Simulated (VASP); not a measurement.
Consider the following.

```cif
data_Na8S4
_chemical_formula_sum 'Na8 S4'
_space_group_name_H-M_alt 'Fm-3m'
_space_group_IT_number 225
_space_group_name_Hall '-F 4 2 3'
_cell_length_a 6.49017
_cell_length_b 6.49017
_cell_length_c 6.49017
_cell_angle_alpha 90.000
_cell_angle_beta 90.000
_cell_angle_gamma 90.000
loop_
_atom_site_label
_atom_site_type_symbol
_atom_site_symmetry_multiplicity
_atom_site_Wyckoff_symbol
_atom_site_fract_x
_atom_site_fract_y
_atom_site_fract_z
_atom_site_occupancy
Na1 Na 8 c 0.25000 0.25000 0.25000 1
S1 S 4 a 0.00000 0.00000 0.00000 1
```
(The calculation used a cell of 3 atoms; values per cell refer to that cell.)

Calculation: r2SCAN meta-GGA, VASP's PBE PAW potentials (set 64) (plane waves; VASP). Settings: 480 eV cut-off, 6×6×6 Γ-centred mesh, Gaussian smearing of 0.050 eV, potentials Na_pv S.

Each relaxation starts from this cell; other phases were not tried.

### Question
The cell is relaxed at 2 GPa. What happens?

### Answer
The volume per atom goes from 22.78 to 21.64 Å³ (-5.0 %), and the cell becomes a = 6.3794 Å, b = 6.3794 Å, c = 6.3794 Å, α = 90.00°, β = 90.00°, γ = 90.00°, space group Fm-3m. The gap on the mesh goes from 3.15 to 3.34 eV.

### Question
The cell is relaxed at 20 GPa. What happens?

### Answer
The volume per atom goes from 22.78 to 16.62 Å³ (-27.0 %), and the cell becomes a = 5.843 Å, b = 5.843 Å, c = 5.843 Å, α = 90.00°, β = 90.00°, γ = 90.00°, space group Fm-3m. The gap on the mesh goes from 3.15 to 4.25 eV.

Failed runs are left out, and for metals the shear rows, which the mesh's noise covers.

The compound is Na2S in the antifluorite structure.
